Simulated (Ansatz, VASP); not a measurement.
# Si2As4W: VASP beside Ansatz

Aim: how closely do two programs agree when they are given the same cell, functional and k mesh? The cell is taken from a series of runs on this material, whose earlier steps may have relaxed, scaled, displaced or heated it; both programs get it as it stands.

Program: Ansatz 0.2.0. Level of theory: plane waves, with VASP 6.6.1 beside it; single point at LDA and single point at LDA, spin-orbit coupling. Results are calculated unless marked as measured.

## (1) The starting structure

The cell holds 7 atoms: 1 W, 4 As and 2 Si. Cell: a = 3.552 Å, b = 3.552 Å, c = 42.800 Å, α = 90.0°, β = 90.0°, γ = 120.0°. Vacuum lies along c.

As a file:

```xyz
7
Lattice="3.5516 0.0000 0.0000 -1.7758 3.0757 0.0000 0.0000 0.0000 42.8000" Properties=species:S:1:pos:R:3
W     0.0000    0.0000   21.4000
As    0.0000    2.0505   22.8772
As    0.0000    2.0505   19.9228
As    1.7758    1.0252   26.2951
As    1.7758    1.0252   16.5049
Si    0.0000    2.0505   25.1943
Si    0.0000    2.0505   17.6057
```

## (2) VASP: single point, LDA

With cell and atoms fixed, the geometry can't cause a difference; cores, projectors, grids and the points listed under the comparison can.

Lines of VASP's logs that name or quote its potential files are left out, and so is its time.

INCAR reads:

```
SYSTEM = Si2As4W
PREC = Accurate
ENCUT = 520
EDIFF = 1E-06
NELM = 120
ISMEAR = -1
SIGMA = 0.02
LREAL = .FALSE.
ALGO = Normal
GGA = PW92
NBANDS = 24
LASPH = .TRUE.
LORBIT = 11
LWAVE = .FALSE.
LCHARG = .FALSE.
ISIF = 2
LDIPOL = .TRUE.
IDIPOL = 3
DIPOL = 0.5 0.5 0.5
LVHAR = .TRUE.
GGA_COMPAT = .FALSE.
EFERMI = MIDGAP
NELMDL = -8
KPAR = 2
```

POSCAR reads:

```
Si2As4W
1.0
    3.5515699494      0.0000000000      0.0000000000
   -1.7757849747      3.0757497995      0.0000000000
    0.0000000000      0.0000000000     42.8000000000
W As Si
1 4 2
Direct
    0.0000000000      0.0000000000      0.5000000000
    0.3333333333      0.6666666667      0.5345136757
    0.3333333333      0.6666666667      0.4654863243
    0.6666666667      0.3333333333      0.6143724848
    0.6666666667      0.3333333333      0.3856275152
    0.3333333333      0.6666666667      0.5886517272
    0.3333333333      0.6666666667      0.4113482728
```

KPOINTS reads:

```
Automatic mesh
0
Gamma
6 6 1
0 0 0
```

The projector-augmented-wave data sets are W, As and Si (LDA family, release 64).

On the command line:

```console
$ mpirun -np 2 vasp_std
```

Numbers of over 12 decimals in the logs are rounded to 6 here.

Output:

```text
[banner, memory and clock lines left out]
running    2 mpi-ranks, on    1 nodes
 distrk:  each k-point on    1 cores,    2 groups
 distr:  one band on    1 cores,    1 groups

 POSCAR found type information on POSCAR W AsSi
 POSCAR found :  3 types and       7 ions
|                                                                             |
|               ----> ADVICE to this user running VASP <----                  |
|                                                                             |
|     You enforced a specific xc type in the INCAR file but a different       |
|     [... a line on the potential file left out ...]
|     I HOPE YOU KNOW WHAT YOU ARE DOING!                                     |
|                                                                             |

 LDA part: xc-table for (Slater(with rela. corr.)+PW92), standard interpolation
 POSCAR, INCAR and KPOINTS ok, starting setup
 FFT: planning ... GRIDC
 FFT: planning ... GRID_SOFT
 FFT: planning ... GRID
 WAVECAR not read
 entering main loop
       N       E                     dE             d eps       ncg     rms          rms(c)
DAV:   1     0.229341344046E+03    0.22934E+03   -0.10634E+04   336   0.101E+03
DAV:   2    -0.193802893357E+02   -0.24872E+03   -0.23973E+03   504   0.185E+02
DAV:   3    -0.481127620963E+02   -0.28732E+02   -0.28250E+02   440   0.702E+01
DAV:   4    -0.491428607916E+02   -0.10301E+01   -0.10244E+01   496   0.164E+01
DAV:   5    -0.491672807590E+02   -0.24420E-01   -0.24387E-01   448   0.223E+00
DAV:   6    -0.491686915062E+02   -0.14107E-02   -0.14098E-02   528   0.510E-01
DAV:   7    -0.491687576961E+02   -0.66190E-04   -0.66186E-04   464   0.903E-02
DAV:   8    -0.491687596632E+02   -0.19672E-05   -0.19670E-05   448   0.165E-02    0.210E+01
DAV:   9    -0.480156782186E+02    0.11531E+01   -0.37549E+00   456   0.816E+00    0.817E+00
DAV:  10    -0.477742690617E+02    0.24141E+00   -0.16020E+00   448   0.736E+00    0.460E+00
DAV:  11    -0.476587432894E+02    0.11553E+00   -0.39738E-01   432   0.382E+00    0.356E-01
DAV:  12    -0.476608139601E+02   -0.20707E-02   -0.46586E-02   416   0.111E+00    0.223E-01
DAV:  13    -0.476604008771E+02    0.41308E-03   -0.26114E-03   512   0.260E-01    0.166E-01
DAV:  14    -0.476605626231E+02   -0.16175E-03   -0.88638E-04   432   0.152E-01    0.497E-02
[...]
DAV:  20    -0.476612735198E+02   -0.24881E-04   -0.29015E-06   400   0.715E-03    0.224E-03
DAV:  21    -0.476613057927E+02   -0.32273E-04   -0.99851E-07   328   0.370E-03    0.184E-03
DAV:  22    -0.476613463904E+02   -0.40598E-04   -0.14353E-06   320   0.310E-03    0.937E-04
DAV:  23    -0.476613612749E+02   -0.14885E-04   -0.22333E-07   296   0.155E-03    0.487E-04
DAV:  24    -0.476613703156E+02   -0.90407E-05   -0.38188E-07   288   0.128E-03    0.291E-04
DAV:  25    -0.476613720527E+02   -0.17371E-05   -0.28265E-08   248   0.556E-04    0.205E-04
DAV:  26    -0.476613747064E+02   -0.26536E-05   -0.63251E-08   240   0.504E-04    0.137E-04
DAV:  27    -0.476613751957E+02   -0.48934E-06   -0.12452E-08   232   0.237E-04
   1 F= -.47661375E+02 E0= -.47661375E+02  d E =-.171469E-06
```

From OUTCAR (step 2):

```text
ion  position               nearest neighbor table
   1  0.000  0.000  0.500-   2 2.53   3 2.53   2 2.53   3 2.53   2 2.53   3 2.53
   2  0.333  0.667  0.535-   6 2.32   1 2.53   1 2.53   1 2.53
   3  0.333  0.667  0.465-   7 2.32   1 2.53   1 2.53   1 2.53
   4  0.667  0.333  0.614-   6 2.33   6 2.33   6 2.33
   5  0.667  0.333  0.386-   7 2.33   7 2.33   7 2.33
   6  0.333  0.667  0.589-   2 2.32   4 2.33   4 2.33   4 2.33
   7  0.333  0.667  0.411-   3 2.32   5 2.33   5 2.33   5 2.33

  LATTYP: Found a hexagonal cell.
 ALAT       =     3.5515699494
 C/A-ratio  =    12.0510085990

 Subroutine GETGRP returns: Found 12 space group operations
 (whereof 12 operations were pure point group operations)

The static configuration has the point symmetry D_3h.

 Found      7 irreducible k-points:

   k-points           NKPTS =      7   k-points in BZ     NKDIM =      7   number of bands    NBANDS=     24

   dimension x,y,z NGX =    28 NGY =   28 NGZ =  320
   dimension x,y,z NGXF=    56 NGYF=   56 NGZF=  640

   ENCUT  =  520.0 eV  38.22 Ry    6.18 a.u.   6.60  6.60 79.58*2*pi/ulx,y,z

   NELECT =      34.0000    total number of electrons

 k-points in reciprocal lattice and weights: Automatic mesh
   0.00000000  0.00000000  0.00000000       0.028
   0.16666667  0.00000000  0.00000000       0.167
   0.33333333  0.00000000  0.00000000       0.167
   0.50000000  0.00000000  0.00000000       0.083
   0.16666667  0.16666667  0.00000000       0.167
   0.33333333  0.16666667  0.00000000       0.333
   0.33333333  0.33333333  0.00000000       0.056

 dipolmoment           0.000000      0.000000     -0.000000 electrons x Angstroem

 average (electrostatic) potential at core
       1 -47.6681       2 -59.5063       3 -59.5063       4 -59.5960       5 -59.5960
       6 -93.3569       7 -93.3569

 E-fermi :  -1.4812

 k-point     1 :       0.0000    0.0000    0.0000
  band No.  band energies     occupation
    ...
     13      -2.5640      2.00000
     14      -2.5640      2.00000
     15      -2.5184      2.00000
     16      -2.5184      2.00000
     17      -2.1114      2.00000
     18       0.7493      0.00000
     19       0.7605      0.00000
     20       0.9649      0.00000
     21       0.9649      0.00000
     22       1.0335      0.00000
    ...

 k-point     2 :       0.1667    0.0000    0.0000
  band No.  band energies     occupation
    ...
     13      -3.6494      2.00000
     14      -3.2149      2.00000
     15      -3.0988      2.00000
     16      -2.9332      2.00000
     17      -2.2961      2.00000
     18       0.0580      0.00000
     19       0.1968      0.00000
     20       1.0371      0.00000
     21       1.0527      0.00000
     22       1.2353      0.00000
    ...

 k-point     3 :       0.3333    0.0000    0.0000
  band No.  band energies     occupation
    ...
     13      -4.2331      2.00000
     14      -3.8713      2.00000
     15      -3.2602      2.00000
     16      -3.1624      2.00000
     17      -2.8517      2.00000
     18      -0.5263      0.00000
     19      -0.3477      0.00000
     20      -0.1975      0.00000
     21       0.2741      0.00000
     22       0.5948      0.00000
    ...

  Total        0.1977801      0.1977801      0.3531539     -0.0000000      0.0000000      0.0000000
  in kB        0.6777633      0.6777633      1.2102064     -0.0000000      0.0000000      0.0000000
  external PRESSURE =       0.8552443 kB  Pullay stress =       0.0000000 kB

  energy-cutoff  :      520.00
  volume of cell :      467.54
      direct lattice vectors                 reciprocal lattice vectors
     3.551569949  0.000000000  0.000000000     0.281565621  0.162561987  0.000000000
    -1.775784975  3.075749800  0.000000000     0.000000000  0.325123975  0.000000000
     0.000000000  0.000000000 42.800000000     0.000000000  0.000000000  0.023364486

 POSITION                                       TOTAL-FORCE (eV/Angst)
 -----------------------------------------------------------------------------------
      0.00000      0.00000     21.40000         0.000000      0.000000      0.000000
     -0.00000      2.05050     22.87719        -0.000000     -0.000000     -0.034165
     -0.00000      2.05050     19.92281        -0.000000     -0.000000      0.034165
      1.77578      1.02525     26.29514        -0.000000      0.000000      0.068206
      1.77578      1.02525     16.50486        -0.000000      0.000000     -0.068206
     -0.00000      2.05050     25.19429         0.000000     -0.000000     -0.026574
     -0.00000      2.05050     17.60571         0.000000      0.000000      0.026574
 -----------------------------------------------------------------------------------
    total drift:                               -0.000000      0.000000     -0.000000

  FREE ENERGIE OF THE ION-ELECTRON SYSTEM (eV)
  ---------------------------------------------------
  free  energy   TOTEN  =       -47.6613751957 eV

  energy  without entropy=      -47.6613750242  energy(sigma->0) =      -47.66137511

 vacuum level on the upper side and lower side of the slab         3.162         3.162

 total charge
# of ion       s       p       d       tot
------------------------------------------
    1        0.535   0.563   4.260   5.357
    2        1.204   1.628   0.073   2.905
    3        1.204   1.628   0.073   2.905
    4        1.261   1.575   0.050   2.885
    5        1.261   1.575   0.050   2.885
    6        0.762   0.898   0.000   1.660
    7        0.762   0.898   0.000   1.660
--------------------------------------------------
tot          6.987   8.764   4.505  20.256

[... 3 further parts left out ...]
```

## (3) Ansatz: single point, LDA

Ansatz runs on its PAW soft_1 files.

The same cell, functional (in two slightly different forms), mesh and smearing now go to Ansatz, which takes its cutoff from its data sets.

input.yaml reads:

```yaml
crystal:
  lattice:
    - [3.5515699494, 0.0, 0.0]
    - [-1.7757849747, 3.0757497995, 0.0]
    - [0.0, 0.0, 42.8]
  atoms:
    - { symbol: W, position: [0.0, 0.0, 0.5] }
    - { symbol: As, position: [0.3333333333, 0.6666666667, 0.5345136757] }
    - { symbol: As, position: [0.3333333333, 0.6666666667, 0.4654863243] }
    - { symbol: Si, position: [0.3333333333, 0.6666666667, 0.5886517272] }
    - { symbol: Si, position: [0.3333333333, 0.6666666667, 0.4113482728] }
    - { symbol: As, position: [0.6666666667, 0.3333333333, 0.6143724848] }
    - { symbol: As, position: [0.6666666667, 0.3333333333, 0.3856275152] }
  periodic: [true, true, false]
kpoints:
  mp_grid: { grid: [6, 6, 1] }
  band_path:
    path:
      - [0, 0, 0]
      - [0.5, 0, 0]
      - [0.3333333333333, 0.3333333333333, 0]
      - [0, 0, 0]
    npoints: 10
hamiltonian:
  xc: lda
  pseudopotentials: { kind: paw, azcp: { folder: soft_1 }, xc_functional: pbe }
scf:
  occupations: { method: fermi_dirac, width: 0.02 }
  n_extra_bands: 6
output:
  eigenvalues: true
  forces: true
  stress: true
  write_density: true
  write_potential: true
  elf: true
  volumetric_format: npy
```

On the command line:

```console
$ ansatz run input.yaml --threads 4 --pin off --max-ram 17510MiB --backend cpu --events-out ev --progress --plain --runs-dir out
```

Output:

```text
scf.n_extra_bands = 6 over 41 filled bands (N_el = 82.0): the run solves 47 bands
Engine: ansatz 0.2.0, aarch64-unknown-linux-gnu
Pseudopotentials: kind: paw
Pseudopotential: W, paw, valence charge 14, recommended cutoff 420 eV (normal), soft_1/W.paw.azcp
Pseudopotential: As, paw, valence charge 15, recommended cutoff 420 eV (normal), soft_1/As.paw.azcp
Pseudopotential: Si, paw, valence charge 4, recommended cutoff 420 eV (normal), soft_1/Si.paw.azcp
Functional definition: SPW92
  exchange = slater_x
  correlation = pw_c
Crystal: 7 atoms, lattice volume = 467.536 Å³
Basis set: ecut = 420 eV, 9017 PW (Γ)
Bands: 47, of which v1, the nominal top of the filled ones, is band 41 counted from 1 (40 counted from 0)
Symmetry: 12 space group operations
Space group: P-6m2 (ITA 187), of the structure as read, at distance tolerance 7.8e-5 Å
k-points: 7 of 36 (time reversal used)
Non-local potential: W, projectors of the file, l = 0: 3, l = 1: 2, l = 2: 2, l = 3: 1
Non-local potential: As, projectors of the file, l = 0: 2, l = 1: 2, l = 2: 3, l = 3: 1
Non-local potential: Si, projectors of the file, l = 0: 2, l = 1: 2, l = 2: 1
PAW form: soft (Blöchl's): semilocal exchange-correlation on the pseudo side does not see the compensation charge
PAW frozen core: W, regenerated for the run's functional, and the local potential with it (the file was generated under x = pbe(κ = 0.804, μ = 0.219515), c = pbe(β = 0.066725))
PAW frozen core: As, regenerated for the run's functional, and the local potential with it (the file was generated under x = pbe(κ = 0.804, μ = 0.219515), c = pbe(β = 0.066725))
PAW frozen core: Si, regenerated for the run's functional, and the local potential with it (the file was generated under x = pbe(κ = 0.804, μ = 0.219515), c = pbe(β = 0.066725))
PAW one-centre angular grid: W, 590 points (default); XC on 64 Gauss nodes
PAW one-centre angular grid: As, 590 points (default); XC on 64 Gauss nodes
PAW one-centre angular grid: Si, 110 points (default); XC on 64 Gauss nodes
Initial density: superposition of atomic densities (neutral atoms: chi_scale 0, normalization atom)
Initial wavefunctions: pseudopotential atomic-orbital guess
Functional: x = slater, c = lda
SCF iter   1: F=—  HF=-30443.667260 eV  |F-HF|=—  |Δ(HF+E_count)|=         —  Δρ=2.19e-2  dr2=3.68e0  ethr=3.10e-3  ⟨swp⟩=12.7  Hψ=1851  notcnv=0
preconditioner: auto → Resta (q_TF=auto, 2.041 Å⁻¹)  ε∞=2.6  [insulator: Δε(μ)=0.356 eV  Ē_g=7.898 eV  σ=0.020 eV  W_gap=1.00  n_scr=26 (ndim 8)  ℏωp=10.0 eV  f_vac=0.680  D(μ)=0.00/eV (n_scr^D=0)  ε∞_Penn≈2.6  vacuum switching on, ρ_ref=4.5e-3 e/Å³]
SCF iter   2: F=—  HF=-30443.018361 eV  |F-HF|=—  |Δ(HF+E_count)|=   6.49e-1  Δρ=1.25e-2  dr2=1.72e0  ethr=3.10e-3  ⟨swp⟩=4.4  Hψ=603  notcnv=0  defer=10
SCF iter   3: F=—  HF=-30442.966894 eV  |F-HF|=—  |Δ(HF+E_count)|=   5.15e-2  Δρ=8.38e-3  dr2=2.14e0  ethr=2.10e-3  ⟨swp⟩=4.1  Hψ=628  notcnv=0  defer=3
SCF iter   4: F=—  HF=-30442.730938 eV  |F-HF|=—  |Δ(HF+E_count)|=   2.36e-1  Δρ=1.83e-3  dr2=2.41e-2  ethr=2.10e-3  ⟨swp⟩=3.7  Hψ=518  notcnv=0  defer=10
SCF iter   5: F=—  HF=-30442.722039 eV  |F-HF|=—  |Δ(HF+E_count)|=   8.90e-3  Δρ=6.04e-4  dr2=1.70e-3  ethr=2.94e-5  ⟨swp⟩=4.1  Hψ=804  notcnv=0  defer=10
SCF iter   6: F=—  HF=-30442.722249 eV  |F-HF|=—  |Δ(HF+E_count)|=   2.11e-4  Δρ=2.59e-4  dr2=6.91e-4  ethr=2.08e-6  ⟨swp⟩=3.0  Hψ=532  notcnv=0  defer=10
SCF iter   7: F=—  HF=-30442.722219 eV  |F-HF|=—  |Δ(HF+E_count)|=   3.00e-5  Δρ=7.04e-5  dr2=8.12e-5  ethr=8.42e-7  ⟨swp⟩=3.0  Hψ=457  notcnv=0  defer=10
SCF iter   8: F=—  HF=-30442.722322 eV  |F-HF|=—  |Δ(HF+E_count)|=   1.02e-4  Δρ=2.49e-5  dr2=7.07e-6  ethr=9.90e-8  ⟨swp⟩=3.1  Hψ=529  notcnv=0  defer=10
SCF iter   9: F=—  HF=-30442.722323 eV  |F-HF|=—  |Δ(HF+E_count)|=   1.70e-6  Δρ=8.48e-6  dr2=2.06e-6  ethr=8.63e-9  ⟨swp⟩=2.9  Hψ=516  notcnv=0  defer=10
SCF iter  10: F=-30442.722323 eV  HF=-30442.722323 eV  |F-HF|=1.98e-9  |Δ(HF+E_count)|=   7.14e-8  Δρ=1.77e-6  dr2=3.61e-8  ethr=1.22e-10  ⟨swp⟩=25.4  Hψ=3731  notcnv=0
SCF 1 converged in 10 iterations: F = -30442.722323 eV  dr2 = 3.61e-8
  greatest PAW one-centre occupation: 0.999 electrons in one spin orbital (limit 2), on the As atom at site 2 (counted from 0), in its partial waves of l = 2
NSCF: frozen V_eff on 31 k-points
WARN: The output density's exchange-correlation potential varies sharply where the density is thin. Do not read a vacuum level from v_tot or v_xc, or from such a field of the output density. On a cell that repeats whose density bears no net charge and no dipole along the vacuum's axis use v_es (v_loc + v_h of the components); under efield.dipole_correction with no amplitude use v_es + v_field, which holds any externa [...]
SCF converged after 10 iterations
Free energy (F): -30442.722323 eV
Harris-Foulkes:  -30442.722323 eV  (|F-HF|=1.98e-9)
Internal energy: -30442.722323 eV  (E = F + TS)
E sigma→0 (E₀):  -30442.722323 eV
Entropy (-TS):   -0.000000 eV (-0.000 meV/atom)
Fermi energy:    -4.626068 eV
--- Per-component energies (eV) ---
  E_band       = -2388.064193
  E_kinetic    = 901.799072
  E_local      = -391365.195336  (includes V_loc(G=0)·N_el)
  E_nonlocal   = -1528.786408
  E_hartree    = 195438.265063
  E_xc         = -660.768260
  E_vxc        = -626.254396  (∫ρ·V_xc dr)
  E_paw        = -17024.581139  (= ΣΔE_a)
  E_vpaw       = -646.088879  (= ΣTr[D̂ρ^β])
  E_aug_tail   = 0.000182  (compensation charges beyond the density's cutoff)
  E_ewald      = 183787.791675
  E_core_change = 8.752827  (= ΣΔE_core)
  E_smearing   = -0.000000  (= −TS)
  E_closure    = -0.000000  (closes the sum)
  Σ components = -30442.722323   (vs F -30442.722323, Δ=0.00e0)
--- Forces (eV/Å), atoms counted from 1 ---
  atom   1  W      0.00000000     0.00000000     0.00000000
  atom   2  As     0.00000000    -0.00000000     0.00017549
  atom   3  As     0.00000000    -0.00000000    -0.00017549
  atom   4  Si     0.00000000     0.00000000    -0.00160875
  atom   5  Si    -0.00000000     0.00000000     0.00160875
  atom   6  As    -0.00000000     0.00000000     0.00043752
  atom   7  As    -0.00000000     0.00000000    -0.00043752
  max |Σ_I F_I| component: 5.54e-17 eV/Å
--- 2D stress c σ (N/m, compression-positive) ---
       -0.007184       0.000000       0.000000
        0.000000      -0.007184       0.000000
        0.000000       0.000000       0.000000
  P = ½ c Tr σ = -0.0072 N/m
--- Band table (eV; the first three rows and the last of 7) ---
  k-point 0: bands = [... 37 lower, -5.7096, -5.6639, -5.6639, -5.2578, -2.4191, -2.4075, -2.1876, -2.1876, ... 2 higher]
  k-point 1: bands = [... 37 lower, -6.3586, -6.2444, -6.0934, -5.4426, -3.0928, -2.9525, -2.1158, -2.1080, ... 2 higher]
  k-point 2: bands = [... 37 lower, -7.0181, -6.4216, -6.3120, -5.9974, -3.6856, -3.4977, -3.3413, -2.8689, ... 2 higher]
  k-point 6: bands = [... 37 lower, -7.1699, -6.9768, -6.9067, -4.8774, -4.3747, -3.8128, -2.9287, -2.7032, ... 2 higher]
```

In the SCF lines HF is the Harris–Foulkes energy and dr2 the Hartree energy of the density residual, in eV; the loop may stop once dr2 is under the threshold and the program's other checks hold. Hψ counts applications of the Hamiltonian.

## (4) Side by side

Known differences besides the potentials themselves: Ansatz cuts the interaction across the vacuum, VASP repeats the sheet with a dipole correction; the data sets hold 82 valence electrons in Ansatz (on its PAW soft_1 files) and 34 in VASP; the cutoff is 420 eV in Ansatz and 520 eV in VASP; VASP's log shows a relativistic correction to its local exchange, Ansatz's none. Total energies have different zeros and are not compared.

Both answers:

```tsv
quantity	Ansatz	VASP	difference
gap on the k mesh (eV)	0.503	0.511	-0.009
```

Forces (eV/Å; atoms numbered as in POSCAR):

```tsv
atom	Ansatz x, y, z	VASP x, y, z
W1	0.000, 0.000, 0.000	0.000, 0.000, 0.000
As2	0.000, 0.000, 0.000	0.000, 0.000, -0.034
As3	0.000, 0.000, 0.000	0.000, 0.000, 0.034
As4	0.000, 0.000, 0.000	0.000, 0.000, 0.068
As5	0.000, 0.000, 0.000	0.000, 0.000, -0.068
Si6	0.000, 0.000, -0.002	0.000, 0.000, -0.027
Si7	0.000, 0.000, 0.002	0.000, 0.000, 0.027
```

The forces differ by 25 meV/Å r.m.s., where the r.m.s. force is 0.001 eV/Å in Ansatz and 0.025 eV/Å in VASP: the atoms lie near their places of rest in Ansatz, so a percentage would say little (all taken over all components). A gap on the mesh is an upper bound, since the band edges may lie between its points; neither run holds spin-orbit coupling, which can move the band edges of a compound of W. With vacuum in the cell, a pressure given here is an average over mostly empty space and none of the material.

## (5) Further runs

Further runs change the set-up of one program: Ansatz's method, potentials or start, or VASP's data sets, cutoff or form of LDA. The table gives Ansatz less VASP for each quantity, since a change that brings one quantity closer may part another.

```tsv
run	r.m.s. force difference (meV/Å)	gap on the k mesh (eV)
as above	25	-0.0086
VASP with the data sets W_sv, As_d and Si	19	-0.0062
```

(Part 1 of 2 ends here.)

[Lines on the potential files, build, host, timing and source positions are cut from VASP's logs without a mark.]

[Logs are printed without paths, hosts, clocks, repeated set-up lines and the standing remarks that a program may print on its own settings, such as how far it seeks lower states.]

[Hosts, paths, dates, database ids (printed as entryN), source tags and the programs' standing remarks are cut or masked in the printed files.]
